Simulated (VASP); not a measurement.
Method: vdW-DF2, VASP's PBE PAW potentials (set 64) (plane waves; VASP 6.6.1).

The input files of a VASP run:

INCAR:
```
! general
SYSTEM   = Na
PREC     = Accurate
ENCUT    = 520
LREAL    = .FALSE.
LASPH    = .TRUE.

! electronic loop
EDIFF    = 1E-6
NELM     = 100
ALGO     = Normal

! smearing
ISMEAR   = 1
SIGMA    = 0.1

! functional
GGA      = ML
LUSE_VDW = .TRUE.
AGGAC    = 0.0
ZAB_VDW  = -1.8867

! ions
IBRION   = 2
NSW      = 60
ISIF     = 3
EDIFFG   = -0.01

! output
LWAVE    = .FALSE.
LCHARG   = .FALSE.
```

### KPOINTS
```
kpoints
0
G
11 11 11
0 0 0
```

### POSCAR
```
Na
1
   -2.0677475702     2.0677475702     2.0677475702
    2.0677475702    -2.0677475702     2.0677475702
    2.0677475702     2.0677475702    -2.0677475702
Na
1
Direct
  0.0000000000   0.0000000000   0.0000000000
```

POTCAR, in this order: Na_pv (PBE.64 set). Program: vasp_std.

Q: What will the output report for the number of irreducible k-points (NKPTS), largest plane-wave count, number of space-group operations, FFT grid (NGX, NGY, NGZ)?

A: 
The number of irreducible k-points (NKPTS) is 56. The largest plane-wave count is 964 and the number of space-group operations is 48. The FFT grid (NGX, NGY, NGZ) is 28 × 28 × 28.

The compound is Na in the bcc structure. It was relaxed first, which changed the volume by -9 %. The start is the result of an earlier pass.
